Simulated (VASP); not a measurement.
Method: PBEsol GGA, VASP's PBE PAW potentials (set 64) (plane waves; VASP 6.6.1).

The input files of a VASP run:

INCAR:
```
SYSTEM=Sr(100) slab
PREC=Normal; ENCUT=400; LREAL=.FALSE.
LASPH=.TRUE.
EDIFF=1E-5; NELM=100; NELMIN=4
ALGO=Normal; LMAXMIX=4
ISMEAR=1; SIGMA=0.1
GGA=PS
IBRION=2; NSW=50; ISIF=2
EDIFFG=-0.03
LWAVE=.TRUE.; LCHARG=.FALSE.
DIPOL=0.5 0.5 0.5
LDIPOL=.TRUE.; IDIPOL=3
```

### KPOINTS
```
Automatic mesh
0
Gamma
7 7 1
0 0 0
```

POSCAR:
```
Sr(100) slab
1
    4.1801291221     0.0000000000     0.0000000000
    0.0000000000     4.1801291221    -0.0000000000
   -0.0000000000    -0.0000000000    26.4077198751
Sr
4
Direct
  0.0000000000   0.5000000000   0.3321060000
  0.5000000000   0.0000000000   0.4440350000
  0.0000000000   0.5000000000   0.5559650000
  0.5000000000   0.0000000000   0.6678940000
```

POTCAR, in this order: Sr_sv (PBE.64 set). Program: vasp_std.

Output of the run:

### OUTCAR
```
 ion  position               nearest neighbor table
   1  0.000  0.500  0.332-   2 4.18   2 4.18   2 4.18   2 4.18
   2  0.500  0.000  0.444-   1 4.18   1 4.18   1 4.18   1 4.18   3 4.18   3 4.18   3 4.18   3 4.18
  LATTYP: Found a simple tetragonal cell.
 ALAT       =     4.1801291221
 C/A-ratio  =     6.3174411851
 Subroutine PRICEL returns:
 Original cell was already a primitive cell.
 Subroutine GETGRP returns: Found 16 space group operations
The static configuration has the point symmetry D_2d.
 The point group associated with its full space group is D_4h.
The dynamic configuration has the point symmetry D_2d.
 Subroutine INISYM returns: Found 16 space group operations
 Subroutine IBZKPT returns following result:
 Found     10 irreducible k-points:

 Following reciprocal coordinates:
            Coordinates               Weight
  0.000000  0.000000  0.000000      1.000000
  0.142857  0.000000  0.000000      4.000000
  0.285714  0.000000  0.000000      4.000000
  0.428571  0.000000  0.000000      4.000000
  0.142857  0.142857  0.000000      4.000000
  0.285714  0.142857  0.000000      8.000000
  0.428571  0.142857  0.000000      8.000000
...
```

**OSZICAR**
```
       N       E                     dE             d eps       ncg     rms          rms(c)
DAV:   1     0.182417792766E+03    0.18242E+03   -0.17034E+04   688   0.104E+03
DAV:   2     0.149224794003E+02   -0.16750E+03   -0.16703E+03   552   0.248E+02
DAV:   3    -0.593617215288E+01   -0.20859E+02   -0.20803E+02   792   0.498E+01
DAV:   4    -0.731206388198E+01   -0.13759E+01   -0.13756E+01   728   0.154E+01
DAV:   5    -0.737051911782E+01   -0.58455E-01   -0.58395E-01   728   0.295E+00    0.256E+01
DAV:   6    -0.666997159524E+01    0.70055E+00   -0.89091E+00   656   0.693E+00    0.126E+01
DAV:   7    -0.659102835040E+01    0.78943E-01   -0.36882E+00   640   0.417E+00    0.597E+00
DAV:   8    -0.650377461606E+01    0.87254E-01   -0.76918E-01   640   0.184E+00    0.112E+00
DAV:   9    -0.650175819349E+01    0.20164E-02   -0.75691E-02   696   0.960E-01    0.346E-01
DAV:  10    -0.650224213899E+01   -0.48395E-03   -0.30338E-03   624   0.192E-01    0.212E-01
DAV:  11    -0.650334373878E+01   -0.11016E-02   -0.17033E-03   560   0.179E-01    0.654E-02
DAV:  12    -0.650379146247E+01   -0.44772E-03   -0.57183E-04   704   0.580E-02    0.384E-02
DAV:  13    -0.650451871543E+01   -0.72725E-03   -0.34675E-04   544   0.501E-02    0.268E-02
DAV:  14    -0.650480965408E+01   -0.29094E-03   -0.14733E-04   456   0.347E-02    0.131E-02
DAV:  15    -0.650492507808E+01   -0.11542E-03   -0.85641E-05   368   0.220E-02    0.820E-03
DAV:  16    -0.650494034074E+01   -0.15263E-04   -0.96076E-06   424   0.845E-03    0.411E-03
DAV:  17    -0.650496066286E+01   -0.20322E-04   -0.60731E-06   352   0.622E-03    0.292E-03
DAV:  18    -0.650495974173E+01    0.92114E-06   -0.62429E-06   344   0.524E-03
   1 F= -.65049597E+01 E0= -.65041605E+01  d E =-.650496E+01
       N       E                     dE             d eps       ncg     rms          rms(c)
DAV:   1    -0.650514162536E+01   -0.18096E-03   -0.27525E-02   480   0.893E-01    0.469E-02
DAV:   2    -0.650518324800E+01   -0.41623E-04   -0.56575E-04   528   0.133E-01    0.197E-02
DAV:   3    -0.650519045874E+01   -0.72107E-05   -0.55116E-05   608   0.260E-02    0.623E-03
DAV:   4    -0.650519395764E+01   -0.34989E-05   -0.12592E-06   304   0.598E-03
   2 F= -.65051940E+01 E0= -.65043851E+01  d E =-.234216E-03
       N       E                     dE             d eps       ncg     rms          rms(c)
DAV:   1    -0.650524916082E+01   -0.58702E-04   -0.24732E-01   480   0.268E+00    0.142E-01
DAV:   2    -0.650558551888E+01   -0.33636E-03   -0.51140E-03   536   0.400E-01    0.595E-02
DAV:   3    -0.650561374850E+01   -0.28230E-04   -0.51394E-04   760   0.783E-02    0.189E-02
DAV:   4    -0.650561654549E+01   -0.27970E-05   -0.64813E-06   432   0.120E-02
   3 F= -.65056165E+01 E0= -.65047830E+01  d E =-.656804E-03
```

File OUTCAR:
```
------------------------ aborting loop because EDIFF is reached ----------------------------------------
  FORCE on cell =-STRESS in cart. coord.  units (eV):
  Direction    XX          YY          ZZ          XY          YZ          ZX
  --------------------------------------------------------------------------------------
  Total       -0.6340749     -0.6340749      0.0057340      0.0000000      0.0000000     -0.0000000
  in kB       -2.2016123     -2.2016123      0.0199093      0.0000000      0.0000000     -0.0000000
  external PRESSURE =      -1.4611051 kB  Pullay stress =       0.0000000 kB
  volume of cell :      461.43
      direct lattice vectors                 reciprocal lattice vectors
     4.180129122  0.000000000  0.000000000     0.239227060  0.000000000  0.000000000
     0.000000000  4.180129122  0.000000000     0.000000000  0.239227060  0.000000000
     0.000000000  0.000000000 26.407719875     0.000000000  0.000000000  0.037867715
 POSITION                                       TOTAL-FORCE (eV/Angst)
 -----------------------------------------------------------------------------------
      0.00000      2.09006      8.77278         0.000000      0.000000      0.002624
      2.09006      0.00000     11.71709        -0.000000      0.000000     -0.018303
      0.00000      2.09006     14.69063        -0.000000     -0.000000      0.018303
      2.09006      0.00000     17.63494        -0.000000      0.000000     -0.002624
 -----------------------------------------------------------------------------------
    total drift:                                0.000000      0.000000     -0.000000
  FREE ENERGIE OF THE ION-ELECTRON SYSTEM (eV)
  ---------------------------------------------------
  free  energy   TOTEN  =        -6.5056165455 eV

  energy  without entropy=       -6.5031159138  energy(sigma->0) =       -6.50478300

 reached required accuracy - stopping structural energy minimisation
```
(Selected blocks of OUTCAR.)

CONTCAR:
```
Sr(100) slab
   1.00000000000000
     4.1801291221000003    0.0000000000000000    0.0000000000000000
     0.0000000000000000    4.1801291221000003    0.0000000000000000
     0.0000000000000000    0.0000000000000000   26.4077198750999997
  Sr
     4
Direct
     0.0000000000000000    0.5000000000000000    0.3322049637741318
     0.5000000000000000    0.0000000000000000    0.4436994487916335
     0.0000000000000000    0.5000000000000000    0.5563005512083666
     0.5000000000000000    0.0000000000000000    0.6677950362258681
```

The cell is a thin slab with vacuum, built from Sr (fcc): (100) face.
